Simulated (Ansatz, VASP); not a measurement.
# C (Diamond) in two plane-wave programs

Aim: how closely do two programs agree when they are given the same cell, functional and k mesh? The cell is taken from a series of runs on this material, whose earlier steps may have relaxed, scaled, displaced or heated it; both programs get it as it stands.

Main program and level: Ansatz 0.2.0; plane waves, with VASP 6.6.1 beside it; zone-centre phonons at PBE.

## 1. The structure

Symmetry: Fd-3m, No. 227, cubic system. Conventional cell: a = 3.554 Å, b = 3.554 Å, c = 3.554 Å, α = 90.00°, β = 90.00°, γ = 90.00°. Nearest to C lie 4 C at 1.54 Å.

## 2. VASP: zone-centre phonons, PBE, pair 1

Second derivatives magnify differences that forces hide, and they need a tight electronic threshold.

Lines of VASP's logs that name or quote its potential files are left out, and so is its time.

The input, INCAR:

```
SYSTEM = C
PREC = Accurate
ENCUT = 600
EDIFF = 1E-08
NELM = 120
ISMEAR = 0
SIGMA = 0.01
LREAL = .FALSE.
ALGO = Normal
GGA = PE
NBANDS = 10
LORBIT = 11
LWAVE = .FALSE.
LCHARG = .FALSE.
ISIF = 2
IBRION = 8
LEPSILON = .TRUE.
LASPH = .TRUE.
GGA_COMPAT = .FALSE.
EFERMI = MIDGAP
KPAR = 2
```

The input, POSCAR:

```
C
1.0
    0.0000000000      1.7767994192      1.7767994192
    1.7767994192      0.0000000000      1.7767994192
    1.7767994192      1.7767994192      0.0000000000
C
2
Direct
    0.0000000000      0.0000000000      1.0000000000
    0.2500000000      0.2500000000      0.2500000000
```

The input, KPOINTS:

```
Automatic mesh
0
Gamma
10 10 10
0 0 0
```

PAW data sets: C (PBE family, release 64).

Launch:

```sh
mpirun -np 2 vasp_std
```

Numbers of over 12 decimals in the logs are rounded to 6 here.

What it wrote:

```text
[banner, memory and clock lines left out]
running    2 mpi-ranks, on    1 nodes
 distrk:  each k-point on    1 cores,    2 groups
 distr:  one band on    1 cores,    1 groups

 POSCAR found type information on POSCAR C
 POSCAR found :  1 types and       2 ions
 LDA part: xc-table for (Slater+PW92), standard interpolation
 POSCAR, INCAR and KPOINTS ok, starting setup
 FFT: planning ... GRIDC
 FFT: planning ... GRID_SOFT
 FFT: planning ... GRID
 WAVECAR not read
 entering main loop
       N       E                     dE             d eps       ncg     rms          rms(c)
DAV:   1     0.301586874211E+01    0.30159E+01   -0.54441E+03   940   0.896E+02
DAV:   2    -0.184038680261E+02   -0.21420E+02   -0.19832E+02  1264   0.134E+02
DAV:   3    -0.188446786151E+02   -0.44081E+00   -0.44001E+00  1134   0.157E+01
DAV:   4    -0.188454017248E+02   -0.72311E-03   -0.72309E-03  1002   0.792E-01
DAV:   5    -0.188454027865E+02   -0.10617E-05   -0.10617E-05  1064   0.292E-02    0.561E+00
DAV:   6    -0.183507389703E+02    0.49466E+00   -0.27574E-01   976   0.395E+00    0.335E+00
DAV:   7    -0.181842982060E+02    0.16644E+00   -0.33191E-01  1018   0.439E+00    0.769E-01
DAV:   8    -0.181860614325E+02   -0.17632E-02   -0.79590E-03   970   0.724E-01    0.438E-02
DAV:   9    -0.181860944166E+02   -0.32984E-04   -0.65817E-05  1160   0.695E-02    0.239E-02
DAV:  10    -0.181861142892E+02   -0.19873E-04   -0.15577E-05   964   0.382E-02    0.501E-03
DAV:  11    -0.181861143345E+02   -0.45243E-07   -0.20441E-07  1208   0.447E-03    0.644E-04
DAV:  12    -0.181861142933E+02    0.41180E-07   -0.18826E-08  1016   0.149E-03    0.190E-04
DAV:  13    -0.181861142880E+02    0.53153E-08   -0.48024E-10   566   0.201E-04
   1 F= -.18186114E+02 E0= -.18186114E+02  d E =0.000000E+00
 Linear response reoptimize wavefunctions to high precision
DAV:   1    -0.181861142903E+02   -0.23144E-08   -0.28990E-11   620   0.594E-05
DAV:   2    -0.181861142903E+02    0.34504E-10   -0.12689E-12   492   0.108E-05
 Linear response G [H, r] |phi>, progress :
  Direction:   1
       N       E                     dE             d eps       ncg     rms
RMM:   1    -0.324142875148E+02   -0.32414E+02    0.32329E+00  2184   0.445E+01
RMM:   2    -0.325015413438E+02   -0.87254E-01   -0.10696E+00  1488   0.896E+00
RMM:   3    -0.325096383239E+02   -0.80970E-02   -0.38160E-03  1556   0.526E-01
RMM:   4    -0.325096976811E+02   -0.59357E-04   -0.25824E-05  1644   0.411E-02
RMM:   5    -0.325096986068E+02   -0.92579E-06   -0.77874E-08  1626   0.391E-03
RMM:   6    -0.325096986446E+02   -0.37724E-07    0.12949E-08  1505   0.414E-04
RMM:   7    -0.325096986455E+02   -0.93583E-09    0.17933E-08  1222   0.676E-05
 Linear response G [H, r] |phi>, progress :
  Direction:   2
       N       E                     dE             d eps       ncg     rms
RMM:   1    -0.364353221479E+02   -0.36435E+02   -0.57370E+01  2192   0.426E+01
RMM:   2    -0.330797821589E+02    0.33555E+01   -0.75167E-01  1488   0.762E+00
RMM:   3    -0.330815512442E+02   -0.17691E-02   -0.33174E-03  1560   0.438E-01
RMM:   4    -0.330815336649E+02    0.17579E-04   -0.22628E-05  1649   0.357E-02
RMM:   5    -0.330815338102E+02   -0.14524E-06    0.23396E-08  1637   0.313E-03
RMM:   6    -0.330815338310E+02   -0.20881E-07    0.53326E-08  1496   0.331E-04
RMM:   7    -0.330815338335E+02   -0.24844E-08    0.60180E-08  1238   0.547E-05
 Linear response G [H, r] |phi>, progress :
  Direction:   3
       N       E                     dE             d eps       ncg     rms
RMM:   1    -0.189761077605E+02   -0.18976E+02    0.83061E+01  2060   0.412E+01
RMM:   2    -0.224240248539E+02   -0.34479E+01   -0.85558E-01  1465   0.766E+00
RMM:   3    -0.224290144555E+02   -0.49896E-02   -0.52295E-03  1579   0.468E-01
RMM:   4    -0.224289905458E+02    0.23910E-04   -0.58147E-05  1602   0.381E-02
RMM:   5    -0.224289898636E+02    0.68227E-06   -0.91681E-07  1574   0.381E-03
RMM:   6    -0.224289898450E+02    0.18571E-07    0.30988E-09  1409   0.412E-04
RMM:   7    -0.224289898588E+02   -0.13825E-07    0.60558E-09  1096   0.678E-05
RMM:   8    -0.224289898589E+02   -0.98893E-10    0.29220E-09  1019   0.343E-05
 Linear response to external field (no local field effect), progress :
  Direction:   1
       N       E                     dE             d eps       ncg     rms          rms(c)
RMM:   1    -0.180342536725E+00   -0.18034E+00   -0.66520E-01  2049   0.227E+00
RMM:   2    -0.184446843364E+00   -0.41043E-02   -0.10348E-03  1501   0.266E-01
RMM:   3    -0.184450987447E+00   -0.41441E-05   -0.31500E-06  1515   0.110E-02
RMM:   4    -0.184451007067E+00   -0.19620E-07   -0.12998E-08  1469   0.724E-04
RMM:   5    -0.184451007145E+00   -0.77266E-10   -0.10064E-10  1067   0.471E-05
 change of polarisation eV/A/(eV/A) component  1 :     0.369     0.166     0.047
 dielectric tensor                  component  1 :     6.950     2.682     0.765
 Linear response to external field (no local field effect), progress :
  Direction:   2
       N       E                     dE             d eps       ncg     rms          rms(c)
RMM:   1    -0.178598557482E+00   -0.17860E+00   -0.64632E-01  2048   0.229E+00
RMM:   2    -0.182683878518E+00   -0.40853E-02   -0.10242E-03  1510   0.269E-01
RMM:   3    -0.182688048106E+00   -0.41696E-05   -0.33527E-06  1520   0.110E-02
RMM:   4    -0.182688069814E+00   -0.21708E-07   -0.13738E-08  1487   0.773E-04
RMM:   5    -0.182688069918E+00   -0.10339E-09   -0.79258E-11  1083   0.482E-05
 change of polarisation eV/A/(eV/A) component  2 :     0.166     0.365    -0.061
 dielectric tensor                  component  2 :     2.682     6.893    -0.982
 Linear response to external field (no local field effect), progress :
  Direction:   3
       N       E                     dE             d eps       ncg     rms          rms(c)
RMM:   1    -0.907975374493E-01   -0.90798E-01   -0.32821E-01  2006   0.169E+00
RMM:   2    -0.929997089260E-01   -0.22022E-02   -0.51056E-04  1479   0.187E-01
RMM:   3    -0.930018226090E-01   -0.21137E-05   -0.16017E-06  1510   0.826E-03
RMM:   4    -0.930018316690E-01   -0.90600E-08   -0.60852E-09  1468   0.574E-04
 change of polarisation eV/A/(eV/A) component  3 :     0.047    -0.061     0.186
 dielectric tensor                  component  3 :     0.765    -0.982     4.000
 Linear response to external field, progress :
  Direction:   1
       N       E                     dE             d eps       ncg     rms          rms(c)
RMM:   1    -0.149940284076E+00   -0.14994E+00   -0.54685E-01  4421   0.208E+00
RMM:   2    -0.153376912170E+00   -0.34366E-02   -0.85053E-04  3227   0.240E-01    0.702E-01
RMM:   3    -0.152840568160E+00    0.53634E-03   -0.64878E-04  3229   0.202E-01    0.418E-01
RMM:   4    -0.160685279129E+00   -0.78447E-02   -0.99338E-04  3211   0.258E-01    0.389E-02
RMM:   5    -0.161440472076E+00   -0.75519E-03   -0.16723E-05  3239   0.326E-02    0.352E-03
RMM:   6    -0.161466819992E+00   -0.26348E-04   -0.11794E-07  3385   0.326E-03    0.194E-03
RMM:   7    -0.161484254981E+00   -0.17435E-04   -0.10708E-07  3299   0.325E-03    0.127E-04
RMM:   8    -0.161484592600E+00   -0.33762E-06   -0.14826E-10  2992   0.112E-04    0.385E-05
RMM:   9    -0.161484628610E+00   -0.36010E-07   -0.49420E-11  2599   0.726E-05    0.172E-06
 change of polarisation eV/A/(eV/A) component  1 :     0.300     0.105     0.031
 dielectric tensor                  component  1 :     5.841     1.691     0.502
 Linear response to external field, progress :
  Direction:   2
       N       E                     dE             d eps       ncg     rms          rms(c)
RMM:   1    -0.149900665017E+00   -0.14990E+00   -0.54646E-01  4429   0.209E+00
RMM:   2    -0.153376776635E+00   -0.34761E-02   -0.85889E-04  3228   0.241E-01    0.702E-01
RMM:   3    -0.152841606128E+00    0.53517E-03   -0.65282E-04  3231   0.202E-01    0.418E-01
RMM:   4    -0.160685037496E+00   -0.78434E-02   -0.99726E-04  3211   0.259E-01    0.389E-02
RMM:   5    -0.161440284594E+00   -0.75525E-03   -0.16743E-05  3242   0.326E-02    0.353E-03
RMM:   6    -0.161466849207E+00   -0.26565E-04   -0.11954E-07  3392   0.327E-03    0.194E-03
RMM:   7    -0.161484267201E+00   -0.17418E-04   -0.10693E-07  3297   0.325E-03    0.128E-04
RMM:   8    -0.161484588258E+00   -0.32106E-06   -0.14512E-10  3006   0.113E-04    0.387E-05
RMM:   9    -0.161484630223E+00   -0.41965E-07   -0.39541E-11  2612   0.727E-05    0.176E-06
 change of polarisation eV/A/(eV/A) component  2 :     0.088     0.300    -0.010
 dielectric tensor                  component  2 :     1.413     5.841    -0.165
 Linear response to external field, progress :
  Direction:   3
       N       E                     dE             d eps       ncg     rms          rms(c)
RMM:   1    -0.149897683916E+00   -0.14990E+00   -0.54643E-01  4429   0.209E+00
RMM:   2    -0.153376765220E+00   -0.34791E-02   -0.86044E-04  3230   0.241E-01    0.702E-01
RMM:   3    -0.152841674550E+00    0.53509E-03   -0.65162E-04  3229   0.202E-01    0.418E-01
RMM:   4    -0.160685081060E+00   -0.78434E-02   -0.99562E-04  3204   0.258E-01    0.389E-02
RMM:   5    -0.161440236647E+00   -0.75516E-03   -0.16709E-05  3242   0.326E-02    0.353E-03
RMM:   6    -0.161466848439E+00   -0.26612E-04   -0.11928E-07  3390   0.327E-03    0.194E-03
RMM:   7    -0.161484268458E+00   -0.17420E-04   -0.10694E-07  3301   0.325E-03    0.128E-04
RMM:   8    -0.161484589152E+00   -0.32069E-06   -0.14062E-10  2998   0.113E-04    0.387E-05
RMM:   9    -0.161484630661E+00   -0.41508E-07   -0.35766E-11  2600   0.727E-05    0.175E-06
 change of polarisation eV/A/(eV/A) component  3 :     0.011     0.062     0.300
 dielectric tensor                  component  3 :     0.173     1.006     5.841
 Linear response DOF=           1
 Linear response progress:
  Degree of freedom:   1/  1
       N       E                     dE             d eps       ncg     rms          rms(c)
RMM:   1    -0.120524627261E+00   -0.12052E+00   -0.16981E-02  8124   0.206E+00
RMM:   2    -0.111475357256E+00    0.90493E-02   -0.41348E-03  5208   0.392E-01    0.179E-01
RMM:   3    -0.111530610511E+00   -0.55253E-04   -0.39119E-04  5132   0.103E-01    0.993E-02
RMM:   4    -0.112318618675E+00   -0.78801E-03   -0.36682E-04  5074   0.109E-01    0.138E-02
RMM:   5    -0.112248740961E+00    0.69878E-04   -0.30550E-05  5537   0.155E-02    0.104E-03
RMM:   6    -0.112244471765E+00    0.42692E-05   -0.31780E-06  5555   0.994E-04    0.535E-04
RMM:   7    -0.112240579196E+00    0.38926E-05   -0.13031E-06  5636   0.558E-04    0.719E-05
RMM:   8    -0.112240476776E+00    0.10242E-06   -0.97827E-09  5751   0.815E-05    0.150E-05
RMM:   9    -0.112240281107E+00    0.19567E-06    0.39501E-08  5884   0.224E-05    0.363E-06
RMM:  10    -0.112240289731E+00   -0.86244E-08    0.21823E-08  5208   0.608E-06    0.255E-07
 first order change of Fermi-energy  -0.51676E+01
 force on displaced ion       1 direction 1 : -38.088   0.000   0.000
 Born effective charge ion    1 direction 1 :  -0.001   0.000   0.000
 Born effective charges drift removed
 Linear response finished
```

OUTCAR, selected parts (step 2):

```text
ion  position               nearest neighbor table
   1  0.000  0.000  0.000-   2 1.54   2 1.54   2 1.54   2 1.54
   2  0.250  0.250  0.250-   1 1.54   1 1.54   1 1.54   1 1.54

  LATTYP: Found a face centered cubic cell.
 ALAT       =     3.5535988384

 Subroutine GETGRP returns: Found 48 space group operations
 (whereof 24 operations were pure point group operations)

The static configuration has the point symmetry T_d .
 The point group associated with its full space group is O_h .

 Found     47 irreducible k-points:

   k-points           NKPTS =     47   k-points in BZ     NKDIM =     47   number of bands    NBANDS=     10

   dimension x,y,z NGX =    20 NGY =   20 NGZ =   20
   dimension x,y,z NGXF=    40 NGYF=   40 NGZF=   40

   ENCUT  =  600.0 eV  44.10 Ry    6.64 a.u.   5.02  5.02  5.02*2*pi/ulx,y,z

   NELECT =       8.0000    total number of electrons

 k-points in reciprocal lattice and weights: Automatic mesh
   0.00000000  0.00000000  0.00000000       0.001
   0.10000000  0.00000000  0.00000000       0.008
   0.20000000  0.00000000  0.00000000       0.008
   0.30000000  0.00000000  0.00000000       0.008
   0.40000000  0.00000000  0.00000000       0.008
   0.50000000  0.00000000  0.00000000       0.004
   0.10000000  0.10000000  0.00000000       0.006
   0.20000000  0.10000000  0.00000000       0.024
   0.30000000  0.10000000  0.00000000       0.024
[...]
-0.30000000  0.40000000  0.20000000       0.024
  -0.30000000  0.50000000  0.20000000       0.012

 average (electrostatic) potential at core
       1 -45.2261       2 -45.2261

  Total        0.4744331      0.4744331      0.4744331      0.0000000      0.0000000     -0.0000000
  in kB       67.7548455     67.7548455     67.7548455      0.0000000      0.0000000     -0.0000000
  external PRESSURE =      67.7548455 kB  Pullay stress =       0.0000000 kB

  energy-cutoff  :      600.00
  volume of cell :       11.22
      direct lattice vectors                 reciprocal lattice vectors
     0.000000000  1.776799419  1.776799419    -0.281404865  0.281404865  0.281404865
     1.776799419  0.000000000  1.776799419     0.281404865 -0.281404865  0.281404865
     1.776799419  1.776799419  0.000000000     0.281404865  0.281404865 -0.281404865

 POSITION                                       TOTAL-FORCE (eV/Angst)
 -----------------------------------------------------------------------------------
      0.00000      0.00000      0.00000         0.000000      0.000000      0.000000
      0.88840      0.88840      0.88840        -0.000000     -0.000000     -0.000000
 -----------------------------------------------------------------------------------
    total drift:                                0.000000      0.000000      0.000000

 MACROSCOPIC STATIC DIELECTRIC TENSOR (including local field effects in DFT)
 ------------------------------------------------------
           5.841321     0.000000    -0.000000
          -0.000000     5.841321     0.000000
          -0.000000     0.000000     5.841321
 ------------------------------------------------------

 PIEZOELECTRIC TENSOR (including local field effects)  for field in x, y, z        (C/m^2)
          XX          YY          ZZ          XY          YZ          ZX
  --------------------------------------------------------------------------------
  x     0.00000    -0.00000    -0.00000     0.00000     0.00000     0.00000
  y     0.00000    -0.00000     0.00000     0.00000     0.00000     0.00000
  z     0.00000     0.00000     0.00000     0.00000     0.00000     0.00000

 BORN EFFECTIVE CHARGES (including local field effects) (in |e|, cummulative output)
 ---------------------------------------------------------------------------------
 ion    1
    1    -0.00000     0.00000    -0.00000
    2    -0.00000    -0.00000     0.00000
    3    -0.00000    -0.00000     0.00000
 ion    2
    1     0.00000    -0.00000     0.00000
    2     0.00000     0.00000    -0.00000
    3     0.00000     0.00000     0.00000

 Eigenvectors and eigenvalues of the dynamical matrix
 ----------------------------------------------------

   1 f  =   39.370438 THz   247.371756 2PiTHz 1313.256444 cm-1   162.822974 meV
             X         Y         Z           dx          dy          dz
      0.000000  0.000000  0.000000     0.000000   -0.707107    0.000000
      0.888400  0.888400  0.888400     0.000000    0.707107    0.000000

   2 f  =   39.370438 THz   247.371756 2PiTHz 1313.256444 cm-1   162.822974 meV
             X         Y         Z           dx          dy          dz
      0.000000  0.000000  0.000000    -0.707107    0.000000    0.000000
      0.888400  0.888400  0.888400     0.707107    0.000000    0.000000

   3 f  =   39.370438 THz   247.371756 2PiTHz 1313.256444 cm-1   162.822974 meV
             X         Y         Z           dx          dy          dz
      0.000000  0.000000  0.000000     0.000000    0.000000   -0.707107
      0.888400  0.888400  0.888400     0.000000    0.000000    0.707107

   4 f  =    0.000000 THz     0.000000 2PiTHz    0.000000 cm-1     0.000000 meV
             X         Y         Z           dx          dy          dz
      0.000000  0.000000  0.000000     0.707107    0.000000    0.000000
      0.888400  0.888400  0.888400     0.707107    0.000000    0.000000

   5 f  =    0.000000 THz     0.000000 2PiTHz    0.000000 cm-1     0.000000 meV
             X         Y         Z           dx          dy          dz
      0.000000  0.000000  0.000000     0.000000    0.707107    0.000000
      0.888400  0.888400  0.888400     0.000000    0.707107    0.000000

   6 f  =    0.000000 THz     0.000000 2PiTHz    0.000000 cm-1     0.000000 meV
             X         Y         Z           dx          dy          dz
      0.000000  0.000000  0.000000     0.000000    0.000000    0.707107
      0.888400  0.888400  0.888400     0.000000    0.000000    0.707107

 MACROSCOPIC STATIC DIELECTRIC TENSOR IONIC CONTRIBUTION
 ------------------------------------------------------
           0.000000     0.000000     0.000000
           0.000000     0.000000     0.000000
           0.000000     0.000000     0.000000
 ------------------------------------------------------

 ELASTIC MODULI CONTR FROM IONIC RELAXATION (kBar)
 Direction    XX          YY          ZZ          XY          YZ          ZX
 --------------------------------------------------------------------------------
 XX          -0.0000     -0.0000      0.0000     -0.0000      0.0000      0.0000
 YY          -0.0000     -0.0000      0.0000      0.0000      0.0000      0.0000
 ZZ           0.0000      0.0000     -0.0000      0.0000     -0.0000     -0.0000
 XY          -0.0000      0.0000      0.0000    -48.4334      0.0000      0.0000
 YZ           0.0000      0.0000     -0.0000      0.0000    -48.4334      0.0000
 ZX           0.0000      0.0000     -0.0000      0.0000      0.0000    -48.4334
 --------------------------------------------------------------------------------

 PIEZOELECTRIC TENSOR IONIC CONTR  for field in x, y, z        (C/m^2)
          XX          YY          ZZ          XY          YZ          ZX
  --------------------------------------------------------------------------------
  x     0.00000     0.00000    -0.00000    -0.00000    -0.00000     0.00000
  y     0.00000     0.00000    -0.00000     0.00000    -0.00000    -0.00000
  z     0.00000     0.00000    -0.00000     0.00000    -0.00000    -0.00000
```

(Part 1 of 2 ends here.)

[Lines on the potential files, build, host, timing and source positions are cut from VASP's logs without a mark.]

[Logs are printed without paths, hosts, clocks, repeated set-up lines and the standing remarks that a program may print on its own settings, such as how far it seeks lower states.]

[Hosts, paths, dates, database ids (printed as entryN), source tags and the programs' standing remarks are cut or masked in the printed files.]
